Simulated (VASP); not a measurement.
Data:

```yaml
crystal:
  lattice:
    - [3.90243, 0.00000, 0.00000]
    - [0.00000, 3.90243, 0.00000]
    - [0.00000, 0.00000, 3.90243]
  atoms:
    - { symbol: Sr, position: [0.00000, 0.00000, 0.00000] }
    - { symbol: Ti, position: [0.50000, 0.50000, 0.50000] }
    - { symbol: O, position: [0.50000, 0.00000, 0.50000] }
    - { symbol: O, position: [0.00000, 0.50000, 0.50000] }
    - { symbol: O, position: [0.50000, 0.50000, 0.00000] }
```

Method: AM05 GGA, VASP's PBE PAW potentials (set 64) (plane waves; VASP). Run with 520 eV cut-off, 6×6×6 Γ-centred mesh, Gaussian smearing of 0.050 eV, potentials Sr_sv Ti_sv O.

Task: Give the energy at these volumes per atom, relative to the lowest: 11.16, 11.51, 11.87, 12.23, 12.58 Å³.

Result: 28.0, 6.9, 0.0, 5.2, 20.6 meV/atom. A third-order Birch-Murnaghan fit gives B0 = 180 GPa and B0′ = 4.4.

Measured: a 3.890 Å at 0 K (computed value off by +0.3 %), as given by D. I. Bilc et al., Physical Review B (2008), arXiv:0805.0753 [cubic phase extrapolated to 0 K].

The compound is SrTiO3 in the cubic perovskite structure, the ideal cubic form; the compound distorts at low or room temperature. It was relaxed first.
